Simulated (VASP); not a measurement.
The system is MnPtS3.

```
Mn Pt S
1.0
     4.59069    0.00000    0.00000
     0.00000    4.59069    0.00000
     0.00000    0.00000    4.59069
Mn Pt S
1 1 3
Direct
  0.00000 0.00000 0.00000
  0.50000 0.50000 0.50000
  0.00000 0.50000 0.50000
  0.50000 0.00000 0.50000
  0.50000 0.50000 0.00000
```

The cell was built by a generator and needn't be a form met in nature.

- Program: VASP 6.6.1
- Task: relaxation of cell and atoms
- Functional: PBEsol
- Potentials or basis: VASP PAW PBE potentials, release 64 (Mn_pv, Pt, S)
- Cutoff: 600 eV
- k mesh: 6 × 6 × 6
- Occupations: gaussian, width 0.05 eV
- Spin: collinear spin, ferromagnetic start
- Starting moments: [4.0, 0.0, 0.0, 0.0, 0.0] μB

At the start: pressure 4.0 GPa; volume 19.35 Å³/atom.

How do energy, volume and symmetry change on relaxing?

Over 3 steps the energy falls by 9.0 meV/atom and the volume is 20.10 Å³/atom (+3.9 %); space group Pm-3m (No. 221, to 0.05 Å); moment 4.34 μB per cell.

The path:
| step | energy change (eV) | largest force (eV/Å) | pressure (GPa) | volume (Å³) |
| --- | --- | --- | --- | --- |
| 1 | 0.0000 | 0.0000 | 3.99 | 96.75 |
| 2 | -0.0174 | 0.0000 | -2.70 | 103.64 |
| 3 | -0.0450 | 0.0000 | 0.00 | 100.51 |

Final structure:
```cif
data_structure
_symmetry_space_group_name_H-M 'P 1'
_symmetry_Int_Tables_number 1
_cell_length_a 4.6494
_cell_length_b 4.6494
_cell_length_c 4.6494
_cell_angle_alpha 90.000
_cell_angle_beta 90.000
_cell_angle_gamma 90.000
_cell_volume 100.51
loop_
_atom_site_label
_atom_site_type_symbol
_atom_site_fract_x
_atom_site_fract_y
_atom_site_fract_z
_atom_site_occupancy
Mn1 Mn 0.00000 0.00000 0.00000 1
Pt1 Pt 0.50000 0.50000 0.50000 1
S1 S 0.00000 0.50000 0.50000 1
S2 S 0.50000 0.00000 0.50000 1
S3 S 0.50000 0.50000 0.00000 1
```

Caveat: the PAW data sets were made with another functional, which shifts forces and pressure a little; a cell with one magnetic atom can't hold antiferromagnetic order, which such compounds often take.
